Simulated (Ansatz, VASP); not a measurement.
**Cross-check of B2SbN (CuAu-ordered zincblende type (invented)) between VASP and Ansatz**

Aim: how closely do two programs agree when they are given the same cell, functional and k mesh? The cell is generated by rule, not measured, and may not be a known phase. The cell is taken from a series of runs on this material, whose earlier steps may have relaxed, scaled, displaced or heated it; both programs get it as it stands.

Calculated with Ansatz 0.2.0; plane waves, with VASP 6.6.1 beside it; relaxation of cell and atoms at LDA.

## Step 1: The structure

Symmetry: P-4m2, No. 115, tetragonal system. Conventional cell: a = 3.135 Å, b = 3.135 Å, c = 4.434 Å, α = 90.00°, β = 90.00°, γ = 90.00°. N has 4 B at 1.92 Å nearest. Nearest to Sb lie 4 B at 1.92 Å. Nearest to B lie 2 Sb at 1.92 Å and 2 N at 1.92 Å. Farther neighbours and most contacts between anions are not listed.

Structure file:

```
N Sb B
1.0
     3.13535    0.00000    0.00000
     0.00000    3.13535    0.00000
     0.00000    0.00000    4.43405
N Sb B
1 1 2
Direct
  0.00000 0.00000 0.00000
  0.50000 0.50000 0.50000
  0.00000 0.50000 0.25000
  0.50000 0.00000 0.75000
```

## Step 2: Ansatz: relaxation of cell and atoms, LDA, pair 1

Ansatz runs on its default PAW (the set named soft_2) files.

The relaxed volume is the usual yardstick between codes: in a stiff, nearly cubic crystal its relative difference is about their pressure difference at one cell divided by the bulk modulus.

File input.yaml:

```yaml
crystal:
  lattice:
    - [3.13535, 0.0, 0.0]
    - [0.0, 3.13535, 0.0]
    - [0.0, 0.0, 4.43405]
  atoms:
    - { symbol: "N", position: [0.0, 0.0, 0.0] }
    - { symbol: Sb, position: [0.5, 0.5, 0.5] }
    - { symbol: B, position: [0.0, 0.5, 0.25] }
    - { symbol: B, position: [0.5, 0.0, 0.75] }
kpoints:
  mp_grid: { grid: [6, 6, 4] }
hamiltonian:
  xc: lda
scf:
  occupations: { method: gaussian, width: 0.1 }
output:
  forces: true
  stress: true
  eigenvalues: true
relax:
  adjacent_minimum: "off"
  f_tol: 0.05
  max_steps: 80
  cell: { stress_tol: 0.5 }
```

Started as:

```sh
$ ansatz run input.yaml --threads 2 --pin off --max-ram 5120MiB --backend cpu --events-out ev --progress --plain --runs-dir out
```

Numbers of over 12 decimals in the logs are rounded to 6 here.

The program printed:

```text
The last accepted step is kept in <dir> (removed where the run ends without a failure and the disk answers)
Engine: ansatz 0.2.0, aarch64-unknown-linux-gnu
Pseudopotentials: kind: paw
Pseudopotential: N, paw, valence charge 5, recommended cutoff 420 eV (normal), N.paw.azcp
Pseudopotential: Sb, paw, valence charge 15, recommended cutoff 420 eV (normal), Sb.paw.azcp
Pseudopotential: B, paw, valence charge 3, recommended cutoff 420 eV (normal), B.paw.azcp
Functional definition: SPW92
  exchange = slater_x
  correlation = pw_c
Crystal: 4 atoms, lattice volume = 43.589 Å³
Basis set: ecut = 420 eV, 855 PW (Γ)
Bands: 17, of which v1, the nominal top of the filled ones, is band 13 counted from 1 (12 counted from 0)
Symmetry: 8 space group operations
Space group: P-4m2 (ITA 115), of the structure as read, at distance tolerance 3.5e-5 Å
k-points: 30 of 144 (time reversal used)
Non-local potential: N, projectors of the file, l = 0: 2, l = 1: 2, l = 2: 1
Non-local potential: Sb, projectors of the file, l = 0: 2, l = 1: 2, l = 2: 2, l = 3: 2
Non-local potential: B, projectors of the file, l = 0: 2, l = 1: 2, l = 2: 1
PAW form: soft (Blöchl's): semilocal exchange-correlation on the pseudo side does not see the compensation charge
PAW frozen core: N, regenerated for the run's functional, and the local potential with it (the file was generated under x = pbe(κ = 0.804, μ = 0.219515), c = pbe(β = 0.066725))
PAW frozen core: Sb, regenerated for the run's functional, and the local potential with it (the file was generated under x = pbe(κ = 0.804, μ = 0.219515), c = pbe(β = 0.066725))
PAW frozen core: B, regenerated for the run's functional, and the local potential with it (the file was generated under x = pbe(κ = 0.804, μ = 0.219515), c = pbe(β = 0.066725))
PAW one-centre angular grid: N, 110 points (default); XC on 64 Gauss nodes
PAW one-centre angular grid: Sb, 590 points (default); XC on 64 Gauss nodes
PAW one-centre angular grid: B, 110 points (default); XC on 64 Gauss nodes
Initial density: superposition of atomic densities (neutral atoms: chi_scale 0, normalization atom), corrected by the library's trained network
Initial wavefunctions: pseudopotential atomic-orbital guess
Functional: x = slater, c = lda
SCF iter   1: F=—  HF=-7003.602208 eV  |F-HF|=—  |Δ(HF+E_count)|=         —  Δρ=1.41e-2  dr2=9.29e-2  ethr=1.77e-3  ⟨swp⟩=5.8  Hψ=2712  notcnv=0
preconditioner: auto → none  [insulator: Δε(μ)=0.491 eV  Ē_g=11.071 eV  σ=0.100 eV  W_gap=0.52  n_scr=14 (ndim 8)  ℏωp=22.5 eV  f_vac=0.000  D(μ)=0.17/eV (n_scr^D=0)  ε∞_Penn≈5.1]
SCF iter   2: F=—  HF=-7003.579271 eV  |F-HF|=—  |Δ(HF+E_count)|=   2.29e-2  Δρ=4.81e-3  dr2=8.10e-3  ethr=3.57e-4  ⟨swp⟩=2.0  Hψ=860  notcnv=0
SCF iter   3: F=—  HF=-7003.577408 eV  |F-HF|=—  |Δ(HF+E_count)|=   1.86e-3  Δρ=7.76e-4  dr2=1.04e-4  ethr=3.12e-5  ⟨swp⟩=2.5  Hψ=767  notcnv=0
SCF iter   4: F=—  HF=-7003.577409 eV  |F-HF|=—  |Δ(HF+E_count)|=   6.31e-7  Δρ=1.47e-4  dr2=6.55e-6  ethr=3.99e-7  ⟨swp⟩=2.2  Hψ=725  notcnv=0
SCF iter   5: F=—  HF=-7003.577405 eV  |F-HF|=—  |Δ(HF+E_count)|=   3.67e-6  Δρ=3.01e-5  dr2=3.48e-7  ethr=2.52e-8  ⟨swp⟩=2.0  Hψ=728  notcnv=0
SCF iter   6: F=-7003.577405 eV  HF=-7003.577405 eV  |F-HF|=2.84e-9  |Δ(HF+E_count)|=   5.16e-8  Δρ=4.82e-6  dr2=7.54e-9  ethr=3.85e-10  ⟨swp⟩=6.3  Hψ=2364  notcnv=0
SCF 1 converged in 6 iterations: F = -7003.577405 eV  dr2 = 7.54e-9
  greatest PAW one-centre occupation: 0.999 electrons in one spin orbital (limit 2), on the Sb atom at site 1 (counted from 0), in its partial waves of l = 2
relax step   1: F+E_penalty+E_count = -7003.57740514 eV  Δ(F+E_penalty+E_count) = +0.000e0 eV  max|allowed force component| = 9.324e0 eV/Å  Δτ_max = 0.0000 Å  P = +33.829 GPa  Ω = 43.589 Å³  (6 SCF iters, dr2 threshold 1.00e-7 eV, accepted)
[...]
relax step   3: F+E_penalty+E_count = -7006.70543474 eV  Δ(F+E_penalty+E_count) = -5.416e-1 eV  max|allowed force component| = 2.863e-1 eV/Å  Δτ_max = 0.1427 Å  P = -1.306 GPa  Ω = 44.088 Å³  energy of the carried Pulay correction = -1.216e-3 eV  (6 SCF iters, dr2 threshold 4.00e-7 eV, accepted)
[...]
relax step   4: F+E_penalty+E_count = -7006.71476747 eV  Δ(F+E_penalty+E_count) = -9.333e-3 eV  max|allowed force component| = 4.316e-3 eV/Å  Δτ_max = 0.0170 Å  P = +1.098 GPa  Ω = 43.374 Å³  energy of the carried Pulay correction = +5.274e-4 eV  (6 SCF iters, dr2 threshold 4.00e-7 eV, accepted)
[...]
relax step   5: F+E_penalty+E_count = -7006.71510523 eV  Δ(F+E_penalty+E_count) = -3.378e-4 eV  max|allowed force component| = 1.525e-2 eV/Å  Δτ_max = 0.0027 Å  P = +0.104 GPa  Ω = 43.631 Å³  energy of the carried Pulay correction = -1.047e-4 eV  (5 SCF iters, dr2 threshold 4.00e-7 eV, accepted)
[...]
relax step   6: F+E_penalty+E_count = -7006.71612631 eV  Δ(F+E_penalty+E_count) = -1.021e-3 eV  max|allowed force component| = 1.548e-2 eV/Å  Δτ_max = 0.0000 Å  P = +0.178 GPa  Ω = 43.631 Å³  stress off target by 3.08e-1 GPa  SCF on the basis re-selected at this cell (its energy is not comparable with the rows above)  (4 SCF iters)
basis re-selected at this cell: Δ(F+E_penalty+E_count) = -1.021e-3 eV, ΔP = +0.074 GPa vs the last step (what re-selecting the basis moved, of the pressure what is left beyond the Pulay correction that the steps carried, after the strain that the cell walked since its last selection, with what the two solves' SCF thresholds leave and, on support functions, any second-order correction that the steps lacked; it is no measure of the basis error at this ecutwfc). The dense FFT grid was sized anew with the basis: this SCF ran on 24×24×32 points, the steps before it on 24×24×30, so part of this shift can come from that change (see relax.cell in the input reference). [rest of the remark cut]
SCF converged after 4 iterations
Free energy (F): -7006.716126 eV
Harris-Foulkes:  -7006.716126 eV  (|F-HF|=5.66e-10)
Internal energy: -7006.713892 eV  (E = F + TS)
E sigma→0 (E₀):  -7006.715009 eV
Entropy (-TS):   -0.002234 eV (-0.559 meV/atom)
Fermi energy:    13.159917 eV
--- Per-component energies (eV) ---
  E_band       = -85.750674
  E_kinetic    = 437.540654
  E_local      = -1645.703946  (includes V_loc(G=0)·N_el)
  E_nonlocal   = 439.146616
  E_hartree    = 729.822282
  E_xc         = -261.375208
  E_vxc        = -249.674480  (∫ρ·V_xc dr)
  E_paw        = -4692.477155  (= ΣΔE_a)
  E_vpaw       = -526.704928  (= ΣTr[D̂ρ^β])
  E_aug_tail   = 0.000079  (compensation charges beyond the density's cutoff)
  E_ewald      = -2014.397751
  E_core_change = 0.730536  (= ΣΔE_core)
  E_smearing   = -0.002234  (= −TS)
  E_closure    = -0.000000  (closes the sum)
  Σ components = -7006.716126   (vs F -7006.716126, Δ=0.00e0)
--- Forces (eV/Å), atoms counted from 1 ---
  atom   1  N      0.00000000     0.00000000     0.00000000
  atom   2  Sb     0.00000000     0.00000000    -0.00000000
  atom   3  B      0.00000000     0.00000000    -0.01548471
  atom   4  B      0.00000000     0.00000000     0.01548471
  max |Σ_I F_I| component: 5.83e-16 eV/Å
--- Stress (GPa, compression-positive) ---
        0.113571       0.000000      -0.000000
        0.000000       0.113571       0.000000
       -0.000000       0.000000       0.307505
  P = ⅓ Tr σ = 0.1782 GPa (1.782 kbar)
--- Band table (eV; the first three rows and the last of 30) ---
  k-point 0: bands = [... 9 lower, 6.1083, 11.5183, 12.1172, 13.5880, 13.5880, 14.5585, 16.8061, 16.8061]
  k-point 1: bands = [... 9 lower, 6.2171, 10.0234, 12.7999, 12.8289, 12.8289, 14.6175, 17.1304, 17.8192]
  k-point 2: bands = [... 9 lower, 6.5131, 8.3334, 12.2569, 12.2569, 13.0935, 14.5546, 17.9824, 18.7374]
  k-point 29: bands = [... 9 lower, 6.1712, 6.2241, 6.2241, 6.5927, 16.5892, 16.8829, 16.8829, 18.5637]
--- Relaxed structure (5 steps of the walk, 5 accepted, 1 SCFs on fresh bases) ---
  F+E_penalty+E_count = -7006.71612631 eV   max|allowed force component| = 1.548e-2 eV/Å   (the final SCF, on the basis selected at the relaxed cell)
  cell:  # Å, volume = 43.6314 Å³
    - [3.090877, 0.0, 0]
    - [0.0, 3.090877, 0.0]
    - [0, 0.0, 4.567046]
  atoms:
    - { symbol: N, position: [0, 0.0, 0.0] }
    - { symbol: Sb, position: [0.5, 0.5, 0.5] }
    - { symbol: B, position: [0, 0.5, 0.170023] }
    - { symbol: B, position: [0.5, 0.0, 0.829977] }
```

The column dr2 measures how far the density is from self-consistency, as an energy; F and HF (Harris–Foulkes) agree once it is small.

## Step 3: VASP: relaxation of cell and atoms, LDA, pair 1

The same cell, functional (in two slightly different forms), mesh and smearing now go to VASP, with its own data sets.

Lines of VASP's logs that name or quote its potential files are left out, and so is its time.

File INCAR:

```
SYSTEM = B2SbN
PREC = Accurate
ENCUT = 600
EDIFF = 1E-07
NELM = 120
ISMEAR = 0
SIGMA = 0.1
LREAL = .FALSE.
ALGO = Normal
GGA = CA
NBANDS = 14
LORBIT = 11
LWAVE = .FALSE.
LCHARG = .FALSE.
ISIF = 3
IBRION = 2
NSW = 80
EDIFFG = -0.005
LASPH = .TRUE.
GGA_COMPAT = .FALSE.
NELMIN = 4
```

File POSCAR:

```
B2SbN
1.0
    3.1353500000      0.0000000000      0.0000000000
    0.0000000000      3.1353500000      0.0000000000
    0.0000000000      0.0000000000      4.4340500000
N Sb B
1 1 2
Direct
    0.0000000000      0.0000000000      0.0000000000
    0.5000000000      0.5000000000      0.5000000000
    0.0000000000      0.5000000000      0.2500001128
    0.5000000000      0.0000000000      0.7500001128
```

File KPOINTS:

```
Automatic mesh
0
Gamma
6 6 4
0 0 0
```

Potentials, in the order of the species: N, Sb and B (LDA family, release 64).

Started as:

```sh
$ mpirun -np 1 vasp_std
```

The program printed:

```text
[banner, memory and clock lines left out]
running    1 mpi-ranks, on    1 nodes
 distrk:  each k-point on    1 cores,    1 groups
 distr:  one band on    1 cores,    1 groups

 POSCAR found type information on POSCAR N SbB
 POSCAR found :  3 types and       4 ions
 LDA part: xc-table for (Slater(with rela. corr.)+CA(PZ))
 , standard interpolation
 POSCAR, INCAR and KPOINTS ok, starting setup
 FFT: planning ... GRIDC
 FFT: planning ... GRID_SOFT
 FFT: planning ... GRID
 WAVECAR not read
 entering main loop
       N       E                     dE             d eps       ncg     rms          rms(c)
DAV:   1     0.637740412530E+02    0.63774E+02   -0.71477E+03   840   0.114E+03
DAV:   2    -0.203073648749E+02   -0.84081E+02   -0.75400E+02  1192   0.187E+02
DAV:   3    -0.244738650208E+02   -0.41665E+01   -0.41151E+01  1056   0.462E+01
DAV:   4    -0.245091157771E+02   -0.35251E-01   -0.35199E-01  1026   0.470E+00
DAV:   5    -0.245096346394E+02   -0.51886E-03   -0.51882E-03  1056   0.575E-01    0.102E+01
DAV:   6    -0.232867691234E+02    0.12229E+01   -0.11475E+00   978   0.692E+00    0.607E+00
DAV:   7    -0.229678959472E+02    0.31887E+00   -0.69215E-01  1014   0.528E+00    0.129E+00
DAV:   8    -0.229557833244E+02    0.12113E-01   -0.32693E-02  1028   0.174E+00    0.646E-01
DAV:   9    -0.229530547521E+02    0.27286E-02   -0.12348E-02   956   0.789E-01    0.129E-01
DAV:  10    -0.229529204083E+02    0.13434E-03   -0.84915E-04  1002   0.246E-01    0.537E-02
DAV:  11    -0.229529130757E+02    0.73326E-05   -0.57155E-05  1168   0.861E-02    0.286E-02
DAV:  12    -0.229529020613E+02    0.11014E-04   -0.62178E-05   914   0.497E-02    0.189E-02
DAV:  13    -0.229529020173E+02    0.43998E-07   -0.37196E-06  1062   0.156E-02    0.132E-02
DAV:  14    -0.229529020029E+02    0.14450E-07   -0.21446E-06   930   0.877E-03    0.134E-02
DAV:  15    -0.229529018812E+02    0.12166E-06   -0.31306E-07   882   0.380E-03    0.395E-03
DAV:  16    -0.229529018644E+02    0.16823E-07   -0.74991E-08   486   0.218E-03
   1 F= -.22952902E+02 E0= -.22952452E+02  d E =-.229529E+02
[... from here on, the cycles between the ionic steps are left out ...]
   2 F= -.23596249E+02 E0= -.23587936E+02  d E =-.643347E+00
   3 F= -.25660357E+02 E0= -.25659177E+02  d E =-.270745E+01
   6 F= -.26204022E+02 E0= -.26203206E+02  d E =-.533110E+00
   7 F= -.26251267E+02 E0= -.26250378E+02  d E =-.580355E+00
   8 F= -.26292156E+02 E0= -.26290860E+02  d E =-.408894E-01
   9 F= -.26292160E+02 E0= -.26290880E+02  d E =-.408931E-01
  10 F= -.26298000E+02 E0= -.26296613E+02  d E =-.584009E-02
  11 F= -.26298135E+02 E0= -.26296773E+02  d E =-.597531E-02
  12 F= -.26298429E+02 E0= -.26297024E+02  d E =-.294391E-03
  13 F= -.26298444E+02 E0= -.26297048E+02  d E =-.309459E-03
  14 F= -.26298490E+02 E0= -.26297158E+02  d E =-.455196E-04
  15 F= -.26298491E+02 E0= -.26297171E+02  d E =-.468970E-04
 curvature:  -0.60 expect dE=-0.741E-05 dE for cont linesearch -0.839E-09
 trial: gam= 0.14168 g(F)=  0.324E-05 g(S)=  0.907E-05 ort =-0.367E-06 (trialstep = 0.929E+00)
 search vector abs. value=  0.141E-04
 bond charge predicted
       N       E                     dE             d eps       ncg     rms          rms(c)
DAV:   1    -0.262984993964E+02   -0.80596E-05   -0.26004E-04   930   0.137E-01    0.121E-02
DAV:   2    -0.262984974339E+02    0.19624E-05   -0.67305E-06  1062   0.213E-02    0.548E-03
DAV:   3    -0.262984968235E+02    0.61048E-06   -0.69891E-07  1014   0.673E-03    0.220E-03
DAV:   4    -0.262984967203E+02    0.10315E-06   -0.19871E-07   752   0.337E-03    0.441E-04
DAV:   5    -0.262984967201E+02    0.23533E-09   -0.27091E-08   426   0.138E-03
  16 F= -.26298497E+02 E0= -.26297188E+02  d E =-.539770E-05
 trial-energy change:   -0.000005  1 .order   -0.000005   -0.000011    0.000000
 step:   0.8899(harm=  0.8899)  dis= 0.00009  next Energy=   -26.298497 (dE=-0.545E-05)
 reached required accuracy - stopping structural energy minimisation
```

Parts of OUTCAR (step 3):

```text
ion  position               nearest neighbor table
   1  0.000  0.000  0.000-   4 1.92   4 1.92   3 1.92   3 1.92
   2  0.500  0.500  0.500-   3 1.92   3 1.92   4 1.92   4 1.92
   3  0.000  0.500  0.250-   2 1.92   2 1.92   1 1.92   1 1.92
   4  0.500  0.000  0.750-   1 1.92   1 1.92   2 1.92   2 1.92

  LATTYP: Found a simple tetragonal cell.
 ALAT       =     3.1353500000
 C/A-ratio  =     1.4142121294

 Subroutine GETGRP returns: Found  8 space group operations
 (whereof  8 operations were pure point group operations)

The static configuration has the point symmetry D_2d.

 Found     30 irreducible k-points:

   k-points           NKPTS =     30   k-points in BZ     NKDIM =     30   number of bands    NBANDS=     14

   dimension x,y,z NGX =    28 NGY =   28 NGZ =   36
   dimension x,y,z NGXF=    56 NGYF=   56 NGZF=   72

   ENCUT  =  600.0 eV  44.10 Ry    6.64 a.u.   6.26  6.26  8.86*2*pi/ulx,y,z

   NELECT =      16.0000    total number of electrons

 k-points in reciprocal lattice and weights: Automatic mesh
   0.00000000  0.00000000  0.00000000       0.007
   0.16666667  0.00000000  0.00000000       0.028
   0.33333333  0.00000000  0.00000000       0.028
   0.50000000  0.00000000  0.00000000       0.014
   0.16666667  0.16666667  0.00000000       0.028
   0.33333333  0.16666667  0.00000000       0.056
   0.50000000  0.16666667  0.00000000       0.028
   0.33333333  0.33333333  0.00000000       0.028
   0.50000000  0.33333333  0.00000000       0.028
[...]
0.50000000  0.33333333  0.50000000       0.028
   0.50000000  0.50000000  0.50000000       0.007

 average (electrostatic) potential at core
       1 -60.9902       2 -84.0864       3 -29.9725       4 -29.9725

 E-fermi :   9.8875

 k-point     1 :       0.0000    0.0000    0.0000
  band No.  band energies     occupation
    ...
      3      -0.1104      2.00000
      4       2.7977      2.00000
      5       2.7977      2.00000
      6       8.2121      2.00000
      7       8.7919      2.00000
      8      10.3211      0.00000
      9      10.3211      0.00000
     10      11.2168      0.00000
     11      13.4858      0.00000
     12      13.4858      0.00000
    ...

 k-point     2 :       0.1667    0.0000    0.0000
  band No.  band energies     occupation
    ...
      4       1.8166      2.00000
      5       2.9790      2.00000
      6       7.3048      2.00000
      7       8.0029      2.00000
      8       9.6638      1.99844
      9      10.1860      0.00002
     10      12.2927      0.00000
     11      12.8418      0.00000
     12      13.8661      0.00000
     13      14.8946      0.00000
    ...

 k-point     3 :       0.3333    0.0000    0.0000
  band No.  band energies     occupation
    ...
      4       1.4578      2.00000
      5       3.3873      2.00000
      6       4.7593      2.00000
      7       5.3677      2.00000
      8       9.7916      1.82486
      9      10.7649      0.00000
     10      12.8627      0.00000
     11      13.6149      0.00000
     12      14.9743      0.00000
     13      15.6995      0.00000
    ...

  Total       -0.0038391     -0.0038391     -0.0049402      0.0000000      0.0000000      0.0000000
  in kB       -0.1399592     -0.1399592     -0.1801032      0.0000000      0.0000000      0.0000000
  external PRESSURE =      -0.1533406 kB  Pullay stress =       0.0000000 kB

  energy-cutoff  :      600.00
  volume of cell :       43.95
      direct lattice vectors                 reciprocal lattice vectors
     3.094961226 -0.000000000 -0.000000000     0.323105825  0.000000000  0.000000000
     0.000000000  3.094961226 -0.000000000     0.000000000  0.323105825 -0.000000000
     0.000000000  0.000000000  4.588021983     0.000000000  0.000000000  0.217958851

 POSITION                                       TOTAL-FORCE (eV/Angst)
 -----------------------------------------------------------------------------------
      3.09496      0.00000     -0.00000        -0.000000     -0.000000      0.000000
      1.54748      1.54748      2.29401         0.000000     -0.000000      0.000000
      3.09496      1.54748      0.77328         0.000000     -0.000000     -0.001008
      1.54748      0.00000      3.81474         0.000000      0.000000      0.001008
 -----------------------------------------------------------------------------------
    total drift:                                0.000000      0.000000     -0.000100

  FREE ENERGIE OF THE ION-ELECTRON SYSTEM (eV)
  ---------------------------------------------------
  free  energy   TOTEN  =       -26.2984967201 eV

  energy  without entropy=      -26.2958784612  energy(sigma->0) =      -26.29718759

 reached required accuracy - stopping structural energy minimisation

 total charge
# of ion       s       p       d       tot
------------------------------------------
    1        1.198   2.420   0.000   3.618
    2        1.103   1.589   0.102   2.794
    3        0.609   1.146   0.000   1.754
    4        0.609   1.146   0.000   1.754
--------------------------------------------------
tot          3.518   6.300   0.102   9.920

[... 3 further parts left out ...]
```

CONTCAR:

```
B2SbN
   1.00000000000000
     3.0949612255717112   -0.0000000000000000   -0.0000000000000000
     0.0000000000000000    3.0949612255717112   -0.0000000000000000
     0.0000000000000000    0.0000000000000000    4.5880219831512523
  N               Sb              B
     1     1     2
Direct
     1.0000000000000000    0.0000000000000000    0.0000000000000000
     0.5000000000000000    0.5000000000000000    0.5000000000000000
     1.0000000000000000    0.5000000000000000    0.1685430541184887
     0.5000000000000000    0.0000000000000000    0.8314571714815157
```

The k-mesh is coarse for a metal. The run keeps the 8 symmetry operations of its start, so it cannot find a distortion of lower symmetry.

(Continued in part 2 of 2.)

[Lines on the potential files, build, host, timing and source positions are cut from VASP's logs without a mark.]

[Logs are printed without paths, hosts, clocks, repeated set-up lines and the standing remarks that a program may print on its own settings, such as how far it seeks lower states.]

[Hosts, paths, dates, database ids (printed as entryN), source tags and the programs' standing remarks are cut or masked in the printed files.]
